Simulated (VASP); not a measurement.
# 2H-WS2 monolayer and its bilayer, part 6 of 9

Aim: relax 2H-WS2 monolayer, place its levels against the vacuum, then find how two sheets stack and bind.

VASP 6.6.1, plane waves and PAW; the level of theory is named at each step.

So far. Step 6 (The slab in a field, field 0.1): Energy at zero smearing: -69.61677 eV. Step 7 (With spin-orbit coupling): The path shows a direct gap of 1.73 eV (valence top at K, conduction bottom at K).

## (8) A rigid stacking

This step: r2SCAN with rVV10, no spin polarisation; plane waves and PAW (W, S) (VASP 6.6.1).

System of this step: bilayer of 2H-WS2 monolayer. The cell holds 6 atoms: 2 W and 4 S. Its edges and angles: a = 3.165 Å, b = 3.165 Å, c = 26.347 Å, α = 90.0°, β = 90.0°, γ = 120.0°. upper sheet same orientation, shifted by (0.00, 0.00). Vacuum lies along c.

Two rigid sheets are set at a typed distance in several high-symmetry stackings, to find where to start. The upper sheet is shifted or turned in the plane and never flipped over.

Contents of INCAR:

```
SYSTEM = WS2
PREC = Normal
ENCUT = 350
EDIFF = 1E-05
NELM = 120
ISMEAR = 0
SIGMA = 0.03
LREAL = .FALSE.
ALGO = Normal
METAGGA = R2SCAN
LUSE_VDW = .TRUE.
IVDW_NL = 2
BPARAM = 11.95
CPARAM = 0.0093
LASPH = .TRUE.
NBANDS = 24
LORBIT = 11
LWAVE = .FALSE.
LCHARG = .FALSE.
KPAR = 4
IDIPOL = 3
LDIPOL = .TRUE.
DIPOL = 0.5 0.5 0.5
```

Contents of POSCAR:

```
WS2
1.0
    3.1653557394      0.0000000000      0.0000000000
   -1.5826778697      2.7412784823      0.0000000000
    0.0000000000      0.0000000000     26.3466113248
W S
2 4
Direct
    0.3333333300      0.6666666700      0.3818955200
    0.3333333300      0.6666666700      0.6181044800
    0.6666666700      0.3333333300      0.3226221400
    0.6666666700      0.3333333300      0.4411689000
    0.6666666700      0.3333333300      0.5588311000
    0.6666666700      0.3333333300      0.6773778600
```

Contents of KPOINTS:

```
Automatic mesh
0
Gamma
12 12 1
0 0 0
```

Potentials, in the order of the species: W and S (PBE family, release 64).

Command:

```sh
> mpirun -np 4 vasp_std
```

Output:

```text
[banner, memory and clock lines left out]
running    4 mpi-ranks, on    1 nodes
 distrk:  each k-point on    1 cores,    4 groups
 distr:  one band on    1 cores,    1 groups

 POSCAR found type information on POSCAR W S
 POSCAR found :  2 types and       6 ions
 [... a notice as in an earlier step ...]

 [... a notice as in an earlier step ...]

 LDA part: xc-table for (None), standard interpolation
 POSCAR, INCAR and KPOINTS ok, starting setup
 FFT: planning ... GRIDC
 FFT: planning ... GRID_SOFT
 FFT: planning ... GRID
 WAVECAR not read
 entering main loop
       N       E                     dE             d eps       ncg     rms          rms(c)
Total rVV10 correction in eV:      0.8534192    47.2063557
Total rVV10 correction in eV:      0.8534192    47.2063557
Total rVV10 correction in eV:      0.8534192    47.2063557
Total rVV10 correction in eV:      0.8534192    47.2063557
DAV:   1     0.122610194208E+03    0.12261E+03   -0.11723E+04   912   0.891E+02
DAV:   2    -0.123076946606E+03   -0.24569E+03   -0.23924E+03  1352   0.224E+02
DAV:   3    -0.145522110612E+03   -0.22445E+02   -0.22303E+02  1192   0.769E+01
DAV:   4    -0.146068300599E+03   -0.54619E+00   -0.54488E+00  1344   0.134E+01
DAV:   5    -0.146081800793E+03   -0.13500E-01   -0.13493E-01  1192   0.205E+00    0.381E+01
Total rVV10 correction in eV:      0.8593206    47.2065655
Total rVV10 correction in eV:      0.8593206    47.2065655
Total rVV10 correction in eV:      0.8593206    47.2065655
Total rVV10 correction in eV:      0.8593206    47.2065655
DAV:   6    -0.139460439924E+03    0.66214E+01   -0.11278E+01  1288   0.176E+01    0.199E+01
Total rVV10 correction in eV:      0.8540554    47.2078076
Total rVV10 correction in eV:      0.8540554    47.2078076
Total rVV10 correction in eV:      0.8540554    47.2078076
Total rVV10 correction in eV:      0.8540554    47.2078076
DAV:   7    -0.139347350355E+03    0.11309E+00   -0.35397E+00  1256   0.117E+01    0.977E+00
Total rVV10 correction in eV:      0.8611877    47.2076961
Total rVV10 correction in eV:      0.8611877    47.2076961
Total rVV10 correction in eV:      0.8611877    47.2076961
Total rVV10 correction in eV:      0.8611877    47.2076961
DAV:   8    -0.139230996042E+03    0.11635E+00   -0.50416E-01  1304   0.453E+00    0.113E+00
Total rVV10 correction in eV:      0.8655743    47.2074124
Total rVV10 correction in eV:      0.8655743    47.2074124
Total rVV10 correction in eV:      0.8655743    47.2074124
Total rVV10 correction in eV:      0.8655743    47.2074124
DAV:   9    -0.139228576634E+03    0.24194E-02   -0.70877E-02  1200   0.155E+00    0.619E-01
Total rVV10 correction in eV:      0.8682784    47.2073016
Total rVV10 correction in eV:      0.8682784    47.2073016
Total rVV10 correction in eV:      0.8682784    47.2073016
Total rVV10 correction in eV:      0.8682784    47.2073016
DAV:  10    -0.139229719228E+03   -0.11426E-02   -0.14122E-02  1200   0.721E-01    0.625E-01
Total rVV10 correction in eV:      0.8691759    47.2071443
Total rVV10 correction in eV:      0.8691759    47.2071443
Total rVV10 correction in eV:      0.8691759    47.2071443
Total rVV10 correction in eV:      0.8691759    47.2071443
DAV:  11    -0.139230316243E+03   -0.59701E-03   -0.94535E-04  1184   0.206E-01    0.355E-01
Total rVV10 correction in eV:      0.8707066    47.2069538
Total rVV10 correction in eV:      0.8707066    47.2069538
Total rVV10 correction in eV:      0.8707066    47.2069538
Total rVV10 correction in eV:      0.8707066    47.2069538
DAV:  12    -0.139230975784E+03   -0.65954E-03   -0.51763E-04  1184   0.134E-01    0.100E-01
Total rVV10 correction in eV:      0.8712120    47.2068349
Total rVV10 correction in eV:      0.8712120    47.2068349
Total rVV10 correction in eV:      0.8712120    47.2068349
Total rVV10 correction in eV:      0.8712120    47.2068349
DAV:  13    -0.139231250467E+03   -0.27468E-03   -0.65995E-05  1136   0.471E-02    0.442E-02
Total rVV10 correction in eV:      0.8721315    47.2065520
Total rVV10 correction in eV:      0.8721315    47.2065520
Total rVV10 correction in eV:      0.8721315    47.2065520
Total rVV10 correction in eV:      0.8721315    47.2065520
DAV:  14    -0.139231760679E+03   -0.51021E-03   -0.17077E-04  1128   0.698E-02    0.176E-02
Total rVV10 correction in eV:      0.8722121    47.2065040
Total rVV10 correction in eV:      0.8722121    47.2065040
Total rVV10 correction in eV:      0.8722121    47.2065040
Total rVV10 correction in eV:      0.8722121    47.2065040
DAV:  15    -0.139231836727E+03   -0.76049E-04   -0.73115E-06   896   0.181E-02    0.149E-02
Total rVV10 correction in eV:      0.8722947    47.2064344
Total rVV10 correction in eV:      0.8722947    47.2064344
Total rVV10 correction in eV:      0.8722947    47.2064344
Total rVV10 correction in eV:      0.8722947    47.2064344
DAV:  16    -0.139231946791E+03   -0.11006E-03   -0.99632E-06   904   0.188E-02    0.440E-03
Total rVV10 correction in eV:      0.8724850    47.2063491
Total rVV10 correction in eV:      0.8724850    47.2063491
Total rVV10 correction in eV:      0.8724850    47.2063491
Total rVV10 correction in eV:      0.8724850    47.2063491
DAV:  17    -0.139232146013E+03   -0.19922E-03   -0.72838E-05  1040   0.373E-02    0.429E-03
Total rVV10 correction in eV:      0.8724680    47.2063564
Total rVV10 correction in eV:      0.8724680    47.2063564
Total rVV10 correction in eV:      0.8724680    47.2063564
Total rVV10 correction in eV:      0.8724680    47.2063564
DAV:  18    -0.139232160751E+03   -0.14737E-04   -0.68650E-06   864   0.124E-02    0.271E-03
Total rVV10 correction in eV:      0.8724542    47.2063701
Total rVV10 correction in eV:      0.8724542    47.2063701
Total rVV10 correction in eV:      0.8724542    47.2063701
Total rVV10 correction in eV:      0.8724542    47.2063701
DAV:  19    -0.139232173394E+03   -0.12643E-04   -0.24084E-06   752   0.925E-03    0.151E-03
Total rVV10 correction in eV:      0.8724341    47.2063876
Total rVV10 correction in eV:      0.8724341    47.2063876
Total rVV10 correction in eV:      0.8724341    47.2063876
Total rVV10 correction in eV:      0.8724341    47.2063876
DAV:  20    -0.139232188597E+03   -0.15203E-04   -0.12659E-06   704   0.830E-03    0.155E-03
Total rVV10 correction in eV:      0.8724332    47.2063930
Total rVV10 correction in eV:      0.8724332    47.2063930
Total rVV10 correction in eV:      0.8724332    47.2063930
Total rVV10 correction in eV:      0.8724332    47.2063930
DAV:  21    -0.139232197758E+03   -0.91614E-05   -0.10592E-06   648   0.767E-03
Total rVV10 correction in eV:      0.8724297    47.2063898
Total rVV10 correction in eV:      0.8724297    47.2063898
Total rVV10 correction in eV:      0.8724297    47.2063898
Total rVV10 correction in eV:      0.8724297    47.2063898
Total rVV10 correction in eV:      0.8724308    47.2063917
Total rVV10 correction in eV:      0.8724308    47.2063917
Total rVV10 correction in eV:      0.8724308    47.2063917
Total rVV10 correction in eV:      0.8724308    47.2063917
   1 F= -.13923220E+03 E0= -.13923220E+03  d E =-.114369E-15
```

Wall time 1.8 min (4 MPI ranks of Intel Xeon Platinum 8488C (Sapphire Rapids), shared host); peak memory 1.2 GiB.

From OUTCAR (step 8):

```text
   k-points           NKPTS =     19   k-points in BZ     NKDIM =     19   number of bands    NBANDS=     24

   ENCUT  =  350.0 eV  25.72 Ry    5.07 a.u.   4.83  4.83 40.19*2*pi/ulx,y,z

   NELECT =      36.0000    total number of electrons

 E-fermi :   0.1337

 k-point     1 :       0.0000    0.0000    0.0000
  band No.  band energies     occupation
    ...
     14      -2.2911      2.00000
     15      -2.2911      2.00000
     16      -2.2391      2.00000
     17      -0.8706      2.00000
     18      -0.0240      2.00000
     19       2.4689      0.00000
     20       2.4690      0.00000
     21       2.5846      0.00000
     22       2.5846      0.00000
     23       2.6574      0.00000
    ...

  Total        0.0198430      0.0198430      1.9586196      0.0000000      0.0000000      0.0000000
  in kB        0.1390647      0.1390647     13.7265131      0.0000000      0.0000000      0.0000000
  external PRESSURE =       4.6682142 kB  Pullay stress =       0.0000000 kB

 POSITION                                       TOTAL-FORCE (eV/Angst)
 -----------------------------------------------------------------------------------
     -0.00000      1.82752     10.06165        -0.000000     -0.000000     -0.072520
     -0.00000      1.82752     16.28496        -0.000000     -0.000000      0.072520
      1.58268      0.91376      8.50000         0.000000     -0.000000     -0.032803
      1.58268      0.91376     11.62331         0.000000      0.000000     -0.445716
      1.58268      0.91376     14.72331        -0.000000     -0.000000      0.445716
      1.58268      0.91376     17.84661         0.000000      0.000000      0.032803
 -----------------------------------------------------------------------------------
    total drift:                               -0.000055      0.000032      0.000000

  FREE ENERGIE OF THE ION-ELECTRON SYSTEM (eV)
  ---------------------------------------------------
  free  energy   TOTEN  =      -139.2321977581 eV

  energy  without entropy=     -139.2321977581  energy(sigma->0) =     -139.23219776

 vacuum level on the upper side and lower side of the slab         5.128         5.128

[... 2 parts as in an earlier step ...]

[... 14 further parts left out ...]
```

This step gave:

```yaml
electronic_cycles: 21
electrons: 36
free_energy_toten: -139.2322 eV
fermi_energy: 0.1337 eV
gap_on_the_k_mesh: 1.406 eV
least_direct_gap_on_the_k_mesh: 1.950 eV
```

Force by atom:

| atom | x (eV/Å) | y (eV/Å) | z (eV/Å) | size |
| --- | --- | --- | --- | --- |
| W1 | 0.000 | 0.000 | -0.073 | 0.073 |
| W2 | 0.000 | 0.000 | 0.073 | 0.073 |
| S3 | 0.000 | 0.000 | -0.033 | 0.033 |
| S4 | 0.000 | 0.000 | -0.446 | 0.446 |
| S5 | 0.000 | 0.000 | 0.446 | 0.446 |
| S6 | 0.000 | 0.000 | 0.033 | 0.033 |

Energy at zero smearing: -139.23220 eV.

## (9) A rigid stacking

INCAR is that of step 8.

Contents of POSCAR:

```
WS2
1.0
    3.1653557394      0.0000000000      0.0000000000
   -1.5826778697      2.7412784823      0.0000000000
    0.0000000000      0.0000000000     26.3466113248
W S
2 4
Direct
    0.3333333300      0.6666666700      0.3818955200
    0.6666666700      0.3333333300      0.6181044800
    0.6666666700      0.3333333300      0.3226221400
    0.6666666700      0.3333333300      0.4411689000
    0.0000000000      1.0000000000      0.5588311000
    0.0000000000      1.0000000000      0.6773778600
```

KPOINTS is that of step 8.

Command:

```sh
> mpirun -np 4 vasp_std
```

Output:

```text
[... set-up lines as in an earlier step ...]
 entering main loop
       N       E                     dE             d eps       ncg     rms          rms(c)
Total rVV10 correction in eV:      0.8525576    47.2063545
Total rVV10 correction in eV:      0.8525576    47.2063545
Total rVV10 correction in eV:      0.8525576    47.2063545
Total rVV10 correction in eV:      0.8525576    47.2063545
DAV:   1     0.121264473151E+03    0.12126E+03   -0.11735E+04   912   0.892E+02
DAV:   2    -0.123316742491E+03   -0.24458E+03   -0.23926E+03  1368   0.224E+02
DAV:   3    -0.145647623412E+03   -0.22331E+02   -0.22163E+02  1192   0.766E+01
DAV:   4    -0.146188078868E+03   -0.54046E+00   -0.53901E+00  1320   0.134E+01
DAV:   5    -0.146203799193E+03   -0.15720E-01   -0.15713E-01  1192   0.215E+00    0.379E+01
Total rVV10 correction in eV:      0.8573760    47.2071074
Total rVV10 correction in eV:      0.8573760    47.2071074
Total rVV10 correction in eV:      0.8573760    47.2071074
Total rVV10 correction in eV:      0.8573760    47.2071074
[...]
Total rVV10 correction in eV:      0.8680518    47.2063466
DAV:  18    -0.139416923315E+03   -0.27280E-04   -0.48772E-06   808   0.110E-02    0.473E-03
Total rVV10 correction in eV:      0.8680309    47.2063527
Total rVV10 correction in eV:      0.8680309    47.2063527
Total rVV10 correction in eV:      0.8680309    47.2063527
Total rVV10 correction in eV:      0.8680309    47.2063527
DAV:  19    -0.139416935479E+03   -0.12164E-04   -0.13884E-06   664   0.676E-03    0.161E-03
Total rVV10 correction in eV:      0.8680081    47.2063633
Total rVV10 correction in eV:      0.8680081    47.2063633
Total rVV10 correction in eV:      0.8680081    47.2063633
Total rVV10 correction in eV:      0.8680081    47.2063633
DAV:  20    -0.139416940451E+03   -0.49721E-05   -0.72032E-07   536   0.571E-03
Total rVV10 correction in eV:      0.8679834    47.2063899
Total rVV10 correction in eV:      0.8679834    47.2063899
Total rVV10 correction in eV:      0.8679834    47.2063899
Total rVV10 correction in eV:      0.8679834    47.2063899
Total rVV10 correction in eV:      0.8679883    47.2063841
Total rVV10 correction in eV:      0.8679883    47.2063841
Total rVV10 correction in eV:      0.8679883    47.2063841
Total rVV10 correction in eV:      0.8679883    47.2063841
   1 F= -.13941694E+03 E0= -.13941694E+03  d E =-.801340E-11
```

The job ended after 1.7 min (4 MPI ranks; peak memory 1.2 GiB).

From OUTCAR (step 9):

```text
  Total        0.0782270      0.0782270      0.0167284     -0.0000000      0.0000000     -0.0000000
  in kB        0.5482354      0.5482354      0.1172367     -0.0000000      0.0000000     -0.0000000
  external PRESSURE =       0.4045692 kB  Pullay stress =       0.0000000 kB

 POSITION                                       TOTAL-FORCE (eV/Angst)
 -----------------------------------------------------------------------------------
     -0.00000      1.82752     10.06165         0.000000     -0.000000      0.004756
      1.58268      0.91376     16.28496         0.000000      0.000000      0.010707
      1.58268      0.91376      8.50000        -0.000000     -0.000000     -0.021762
      1.58268      0.91376     11.62331        -0.000000     -0.000000     -0.002947
      0.00000      0.00000     14.72331         0.000000     -0.000000     -0.008147
      0.00000      0.00000     17.84661         0.000000     -0.000000      0.017394
 -----------------------------------------------------------------------------------
    total drift:                               -0.000043      0.000004      0.001476

  FREE ENERGIE OF THE ION-ELECTRON SYSTEM (eV)
  ---------------------------------------------------
  free  energy   TOTEN  =      -139.4169404513 eV

  energy  without entropy=     -139.4169404513  energy(sigma->0) =     -139.41694045

[... 2 parts as in an earlier step ...]

[... 1 further part left out ...]
[key lines of the parts left out:]
E-fermi :  -0.0353
```

Energy at zero smearing: -139.41694 eV.

## (10) A rigid stacking

INCAR is that of step 9.

POSCAR, as its differences from that of step 9:

```diff
@@ -12,3 +12,3 @@
     0.6666666700      0.3333333300      0.4411689000
-    0.0000000000      1.0000000000      0.5588311000
-    0.0000000000      1.0000000000      0.6773778600
+    0.3333333300      0.6666666700      0.5588311000
+    0.3333333300      0.6666666700      0.6773778600
```

KPOINTS is that of step 9.

Command:

```sh
> mpirun -np 4 vasp_std
```

Output:

```text
[... set-up lines as in an earlier step ...]
 entering main loop
       N       E                     dE             d eps       ncg     rms          rms(c)
Total rVV10 correction in eV:      0.8525897    47.2063548
Total rVV10 correction in eV:      0.8525897    47.2063548
Total rVV10 correction in eV:      0.8525897    47.2063548
Total rVV10 correction in eV:      0.8525897    47.2063548
DAV:   1     0.122158081860E+03    0.12216E+03   -0.11714E+04   912   0.891E+02
DAV:   2    -0.123328822973E+03   -0.24549E+03   -0.23945E+03  1368   0.224E+02
DAV:   3    -0.145648180683E+03   -0.22319E+02   -0.22172E+02  1184   0.768E+01
DAV:   4    -0.146196256660E+03   -0.54808E+00   -0.54655E+00  1336   0.135E+01
DAV:   5    -0.146208980465E+03   -0.12724E-01   -0.12717E-01  1176   0.199E+00    0.379E+01
Total rVV10 correction in eV:      0.8572641    47.2068896
Total rVV10 correction in eV:      0.8572641    47.2068896
Total rVV10 correction in eV:      0.8572641    47.2068896
Total rVV10 correction in eV:      0.8572641    47.2068896
[...]
Total rVV10 correction in eV:      0.8676879    47.2063426
DAV:  17    -0.139420577756E+03   -0.12695E-03   -0.43743E-05  1008   0.232E-02    0.630E-03
Total rVV10 correction in eV:      0.8676680    47.2063482
Total rVV10 correction in eV:      0.8676680    47.2063482
Total rVV10 correction in eV:      0.8676680    47.2063482
Total rVV10 correction in eV:      0.8676680    47.2063482
DAV:  18    -0.139420602993E+03   -0.25237E-04   -0.97438E-06   840   0.137E-02    0.295E-03
Total rVV10 correction in eV:      0.8676622    47.2063504
Total rVV10 correction in eV:      0.8676622    47.2063504
Total rVV10 correction in eV:      0.8676622    47.2063504
Total rVV10 correction in eV:      0.8676622    47.2063504
DAV:  19    -0.139420610725E+03   -0.77316E-05   -0.82688E-07   600   0.721E-03
Total rVV10 correction in eV:      0.8676320    47.2063777
Total rVV10 correction in eV:      0.8676320    47.2063777
Total rVV10 correction in eV:      0.8676320    47.2063777
Total rVV10 correction in eV:      0.8676320    47.2063777
Total rVV10 correction in eV:      0.8676381    47.2063711
Total rVV10 correction in eV:      0.8676381    47.2063711
Total rVV10 correction in eV:      0.8676381    47.2063711
Total rVV10 correction in eV:      0.8676381    47.2063711
   1 F= -.13942061E+03 E0= -.13942061E+03  d E =-.103809E-13
```

Run time: 1.9 min. Hardware: 4 MPI ranks; peak memory 1.2 GiB.

OUTCAR, selected parts (step 10):

```text
  Total        0.0247383      0.0247383      0.0554198      0.0000000     -0.0000000     -0.0000000
  in kB        0.1733724      0.1733724      0.3883961      0.0000000     -0.0000000     -0.0000000
  external PRESSURE =       0.2450470 kB  Pullay stress =       0.0000000 kB

 POSITION                                       TOTAL-FORCE (eV/Angst)
 -----------------------------------------------------------------------------------
     -0.00000      1.82752     10.06165        -0.000000      0.000000     -0.016857
      1.58268      0.91376     16.28496        -0.000000      0.000000      0.016857
      1.58268      0.91376      8.50000        -0.000000      0.000000     -0.017028
      1.58268      0.91376     11.62331        -0.000000      0.000000      0.013172
     -0.00000      1.82752     14.72331        -0.000000      0.000000     -0.013172
     -0.00000      1.82752     17.84661         0.000000      0.000000      0.017028
 -----------------------------------------------------------------------------------
    total drift:                               -0.000000     -0.000000     -0.000000

  FREE ENERGIE OF THE ION-ELECTRON SYSTEM (eV)
  ---------------------------------------------------
  free  energy   TOTEN  =      -139.4206107246 eV

  energy  without entropy=     -139.4206107246  energy(sigma->0) =     -139.42061072

[... 2 parts as in an earlier step ...]

[... 1 further part left out ...]
[key lines of the parts left out:]
E-fermi :  -0.0227
```

Energy at zero smearing: -139.42061 eV.

(Part 6 of 9 ends here.)

[Lines on the potential files, build, host, timing and source positions are cut from VASP's logs without a mark.]

[Logs are printed without paths, hosts, clocks, repeated set-up lines and the standing remarks that a program may print on its own settings, such as how far it seeks lower states.]

[Hosts, paths, dates, database ids (printed as entryN), source tags and the programs' standing remarks are cut or masked in the printed files.]

[Runs that stopped without an error message from VASP are left out.]
